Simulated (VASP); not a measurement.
Input:

```
CELL_PARAMETERS angstrom
     -1.64498     1.64498     1.64498
      1.64498    -1.64498     1.64498
      1.64498     1.64498    -1.64498
ATOMIC_POSITIONS crystal
  Nb 0.00000 0.00000 0.00000
```

These are MS2 meta-GGA, VASP's PBE PAW potentials (set 64) (plane waves; VASP 6.6.1) values and carry that method's errors. Numerical set-up: 520 eV cut-off, 17×17×17 Γ-centred mesh, tetrahedra with Blöchl corrections, potentials Nb_sv.

Q: Give the energies of bands 5 to 9 at the high-symmetry points, in eV from the Fermi level.

A: 
```json
[
 {"band": "5", "Γ": "-6.08", "H": "-3.78", "N": "-3.81", "P": "-1.13"},
 {"band": "6", "Γ": "0.39", "H": "-3.78", "N": "-1.71", "P": "-1.13"},
 {"band": "7", "Γ": "0.39", "H": "5.82", "N": "2.29", "P": "-1.13"},
 {"band": "8", "Γ": "0.39", "H": "5.82", "N": "3.53", "P": "4.43"},
 {"band": "9", "Γ": "3.52", "H": "5.82", "N": "4.29", "P": "4.43"}
]
```

It has no gap at this level: it comes out as a metal or semimetal.

The compound is Nb in the bcc structure. It was relaxed first.
